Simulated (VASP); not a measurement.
Given:

```yaml
crystal:
  lattice:
    - [2.70886, 0.00000, 0.00000]
    - [0.00000, 2.70886, 0.00000]
    - [0.00000, 0.00000, 3.75908]
  atoms:
    - { symbol: Fe, position: [0.00000, 0.00000, 0.00000], spin: 2.7 }
    - { symbol: Pt, position: [0.50000, 0.50000, 0.50000], spin: 0.3 }
```

Method: LDA (Ceperley-Alder, Perdew-Zunger), VASP's LDA PAW potentials (set 64) (plane waves; VASP). Numerical set-up: 520 eV cut-off, 14×14×10 Γ-centred mesh, first-order Methfessel-Paxton smearing of 0.10 eV, potentials Fe Pt.

Unless said otherwise, spin-orbit coupling is left out, though it shifts the bands of the heavy elements here.

Q: Predict the cell moment, energy per atom (σ→0), pressure, band gap (on the k-mesh) with the smallest direct gap where there is one.

A: 
| Property | Value |
|---|---|
| band gap (on the k-mesh) | none (metal, semimetal or under 0.01 eV) |
| cell moment | 3.16 μB |
| energy per atom (σ→0) | -8.473 eV/atom |
| pressure | -12.75 GPa |

Q: Give the moment on each site (PAW-sphere projection).

A: 
```json
[
 {"site": "Fe1", "moment (μB)": "2.79"},
 {"site": "Pt2", "moment (μB)": "0.32"}
]
```

Only differences to runs with the same potentials and settings are physical.

The compound is FePt in the L1_0 structure. This cell is one point of a volume scan, at 1.06 of the reference volume.
